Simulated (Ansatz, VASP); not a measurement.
# SnSe2: VASP beside Ansatz

Aim: how closely do two programs agree when they are given the same cell, functional and k mesh? The cell is taken from a series of runs on this material, whose earlier steps may have relaxed, scaled, displaced or heated it; both programs get it as it stands.

Main program and level: Ansatz 0.2.0; plane waves, with VASP 6.6.1 beside it; zone-centre phonons at PBE with D3(BJ).

### 1. The starting structure

Symmetry: P-3m1, No. 164, trigonal system. Conventional cell: a = 3.840 Å, b = 3.840 Å, c = 6.011 Å, α = 90.00°, β = 90.00°, γ = 120.00°. Nearest to Sn lie 6 Se at 2.73 Å. Nearest to Se lie 3 Sn at 2.73 Å. Farther neighbours and most contacts between anions are not listed.

Coordinates:

```cif
data_structure
_symmetry_space_group_name_H-M 'P-3m1'
_symmetry_Int_Tables_number 164
_cell_length_a 3.8399
_cell_length_b 3.8399
_cell_length_c 6.0107
_cell_angle_alpha 90.000
_cell_angle_beta 90.000
_cell_angle_gamma 120.000
_cell_volume 76.75
loop_
_atom_site_label
_atom_site_type_symbol
_atom_site_symmetry_multiplicity
_atom_site_Wyckoff_symbol
_atom_site_fract_x
_atom_site_fract_y
_atom_site_fract_z
_atom_site_occupancy
Sn1 Sn 1 a 0.00000 0.00000 0.00000 1
Se1 Se 2 d 0.33333 0.66667 0.26510 1
```

### 2. Ansatz: zone-centre phonons, PBE with D3(BJ)

Ansatz runs on its default PAW (the set named soft_2) files.

Second derivatives magnify differences that forces hide, and they need a tight electronic threshold.

Contents of input.yaml:

```yaml
crystal:
  lattice:
    - [3.8399354794, 0.0, 0.0]
    - [-1.9199677397, 3.325481674, 0.0]
    - [0.0, 0.0, 6.0107037578]
  atoms:
    - { symbol: Sn, position: [0.0, 0.0, 0.0] }
    - { symbol: Se, position: [0.3333333333, 0.6666666667, 0.2651013525] }
    - { symbol: Se, position: [0.6666666667, 0.3333333333, 0.7348986475] }
kpoints:
  mp_grid: { grid: [9, 9, 6] }
hamiltonian:
  xc: pbe
  dispersion: d3bj
scf:
  occupations: { method: fixed }
output:
  eigenvalues: true
phonons:
  method: dfpt
```

Started as:

```sh
ansatz run input.yaml --threads 4 --pin off --max-ram 16384MiB --backend cpu --events-out ev --progress --plain --runs-dir out
```

Numbers of over 12 decimals in the logs are rounded to 6 here.

What it wrote:

```text
Engine: ansatz 0.2.0, aarch64-unknown-linux-gnu
Pseudopotentials: kind: paw
Pseudopotential: Sn, paw, valence charge 14, recommended cutoff 420 eV (normal), Sn.paw.azcp
Pseudopotential: Se, paw, valence charge 16, recommended cutoff 420 eV (normal), Se.paw.azcp
Functional definition: PBE
  parameter kappa = 0.804
  parameter beta = 0.066725
  exchange = pbe_x(kappa = kappa, mu = beta*pi^2/3)
  correlation = pbe_c(beta = beta)
Crystal: 3 atoms, lattice volume = 76.754 Å³
Basis set: ecut = 420 eV, 1485 PW (Γ), exchange–correlation on 54×54×90 points (8 copies of the dense FFT grid, shifted against one another)
Bands: 28, of which v1, the nominal top of the filled ones, is band 23 counted from 1 (22 counted from 0)
Symmetry: 12 space group operations
k-points: 140 of 486 (irreducible under 2 space group operations, time reversal used)
Non-local potential: Sn, projectors of the file, l = 0: 2, l = 1: 2, l = 2: 2, l = 3: 2
Non-local potential: Se, projectors of the file, l = 0: 2, l = 1: 2, l = 2: 3, l = 3: 1
PAW form: soft (Blöchl's): semilocal exchange-correlation on the pseudo side does not see the compensation charge
PAW one-centre angular grid: Sn, 590 points (default); XC on 64 Gauss nodes
PAW one-centre angular grid: Se, 590 points (default); XC on 64 Gauss nodes
Initial density: superposition of atomic densities (neutral atoms: chi_scale 0, normalization atom), corrected by the library's trained network
Initial wavefunctions: pseudopotential atomic-orbital guess
Functional: x = pbe(κ = 0.804, μ = 0.219515), c = pbe(β = 0.066725)
SCF iter   1: F=—  HF=-16964.423003 eV  |F-HF|=—  |Δ(HF+E_count)|=         —  Δρ=1.69e-3  dr2=2.80e-3  ethr=1.77e-3  ⟨swp⟩=5.0  Hψ=14277  notcnv=0  defer=410
preconditioner: auto → Resta (q_TF=auto, 2.505 Å⁻¹)  ε∞=2.8  [insulator: Δε(μ)=0.402 eV  Ē_g=16.018 eV  n_scr=22 (ndim 8)  ℏωp=21.6 eV  f_vac=0.043  ε∞_Penn≈2.8]
SCF iter   2: F=—  HF=-16964.421836 eV  |F-HF|=—  |Δ(HF+E_count)|=   1.17e-3  Δρ=7.58e-4  dr2=3.21e-4  ethr=6.09e-6  ⟨swp⟩=2.2  Hψ=8273  notcnv=0  defer=416
SCF iter   3: F=—  HF=-16964.421925 eV  |F-HF|=—  |Δ(HF+E_count)|=   8.88e-5  Δρ=3.53e-4  dr2=6.31e-5  ethr=6.99e-7  ⟨swp⟩=2.0  Hψ=7283  notcnv=0  defer=416
SCF iter   4: F=—  HF=-16964.421962 eV  |F-HF|=—  |Δ(HF+E_count)|=   3.77e-5  Δρ=9.79e-5  dr2=5.54e-6  ethr=1.37e-7  ⟨swp⟩=2.0  Hψ=4887  notcnv=0  defer=157
SCF iter   5: F=—  HF=-16964.421968 eV  |F-HF|=—  |Δ(HF+E_count)|=   5.90e-6  Δρ=2.11e-5  dr2=4.35e-7  ethr=1.20e-8  ⟨swp⟩=2.0  Hψ=4939  notcnv=0  defer=140
SCF iter   6: F=—  HF=-16964.421969 eV  |F-HF|=—  |Δ(HF+E_count)|=   1.62e-7  Δρ=6.59e-6  dr2=4.34e-8  ethr=9.46e-10  ⟨swp⟩=2.0  Hψ=7000  notcnv=0  defer=140
SCF iter   7: F=—  HF=-16964.421969 eV  |F-HF|=—  |Δ(HF+E_count)|=   7.48e-8  Δρ=2.31e-6  dr2=3.62e-9  ethr=9.43e-11  ⟨swp⟩=2.0  Hψ=7000  notcnv=0  defer=140
SCF iter   8: F=—  HF=-16964.421969 eV  |F-HF|=—  |Δ(HF+E_count)|=   8.55e-9  Δρ=5.37e-7  dr2=2.41e-10  ethr=7.87e-12  ⟨swp⟩=2.0  Hψ=5600  notcnv=0  defer=140
SCF iter   9: F=-16964.421969 eV  HF=-16964.421969 eV  |F-HF|=2.18e-11  |Δ(HF+E_count)|=  6.15e-10  Δρ=9.07e-8  dr2=1.04e-11  ethr=1.00e-12  ⟨swp⟩=12.2  Hψ=25317  notcnv=0
SCF 1 converged in 9 iterations: F = -16964.421969 eV  dr2 = 1.04e-11
  greatest PAW one-centre occupation: 1.000 electrons in one spin orbital (limit 2), on the Se atom at site 2 (counted from 0), in its partial waves of l = 2
DFPT response loops at Γ: preconditioner auto → Resta (q_TF=auto, 2.505 Å⁻¹)  ε∞=12.5 (no band partly filled); β = 1.00, the filter's whole step (`scf.mixing.beta` (0.50) is not read by the response loops at its default; to damp them type it under 1.00, their step now; it binds the ground state too); Broyden in place of MSR1
SCF converged after 9 iterations
Free energy (F): -16964.421969 eV
Harris-Foulkes:  -16964.421969 eV  (|F-HF|=2.18e-11)
Internal energy: -16964.421969 eV  (E = F + TS)
E sigma→0 (E₀):  -16964.421969 eV
Fermi energy:    8.365499 eV
--- Per-component energies (eV) ---
  E_band       = -852.108732
  E_kinetic    = 424.412383
  E_local      = -5862.782955  (includes V_loc(G=0)·N_el)
  E_nonlocal   = -1222.350119
  E_hartree    = 3012.250539
  E_xc         = -589.716973
  E_vxc        = -291.163950  (∫ρ·V_xc dr)
  E_paw        = -7963.605438  (= ΣΔE_a)
  E_vpaw       = 75.276006  (= ΣTr[D̂ρ^β])
  E_aug_tail   = -0.001203  (compensation charges beyond the density's cutoff)
  E_ewald      = -4761.536510
  E_disp       = -1.091693  (pairwise vdW)
  E_smearing   = -0.000000  (= −TS)
  E_closure    = -0.000000  (closes the sum)
  Σ components = -16964.421969   (vs F -16964.421969, Δ=0.00e0)
--- Band table (eV; the first three rows and the last of 140) ---
  k-point 0: bands = [... 19 lower, 7.6670, 7.8330, 7.8330, 8.2666, 9.0925, 11.3093, 12.8737, 12.8737, ... 1 higher]
  k-point 1: bands = [... 19 lower, 7.5994, 7.5994, 7.9235, 7.9235, 9.7481, 11.3059, 12.7723, 12.7723, ... 1 higher]
  k-point 2: bands = [... 19 lower, 7.5267, 7.5267, 8.0436, 8.0436, 10.4463, 11.2571, 12.5810, 12.5810, ... 1 higher]
  k-point 139: bands = [... 19 lower, 4.9035, 5.6488, 7.5700, 7.5886, 10.2807, 12.6646, 13.5120, 13.9624, ... 1 higher]
--- Phonons (Γ-DFPT): 4 representative perturbations + reference, on 140 of 486 k-points (Σ response iterations 12) ---
  k mesh reduced under 2 symmetry operations, with k and −k counted as one. Each operation leaves every solved perturbation unchanged. A smaller set is not used because it would not reduce the number of displacements times k-points to solve
  ASR residual: 7.912e-5 → 0.000e0 eV/Å²; symmetrization residual: 2.777e-5 eV/Å²
  pairwise dispersion correction: d3bj (s6 = 1.0, s8 = 0.7875, a1 = 0.4289, a2_bohr = 4.4407), with the weights of each atom's references fixed at the reference crystal's, and the forces and stress that the weights' published response gives there kept as a pressure on the atom's counted neighbours (hamiltonian.dispersion)
  ASR residual per site (eV/Å²): 5.53e-5 7.91e-5 7.91e-5
  Γ frequencies (cm⁻¹): 0.00 0.00 0.00 123.10 123.10 141.89 141.89 181.07 240.01
  non-analytic LO–TO correction: not included (Born effective charges unavailable; polar crystals: no LO–TO splitting at Γ)
```

Reading the cycles: dr2 is the Hartree energy of the density residual (eV), the measure of convergence; HF is the Harris–Foulkes estimate of the energy, which meets the free energy F at convergence.

[end of part 1 of 2]

[Lines on the potential files, build, host, timing and source positions are cut from VASP's logs without a mark.]

[Logs are printed without paths, hosts, clocks, repeated set-up lines and the standing remarks that a program may print on its own settings, such as how far it seeks lower states.]

[Hosts, paths, dates, database ids (printed as entryN), source tags and the programs' standing remarks are cut or masked in the printed files.]
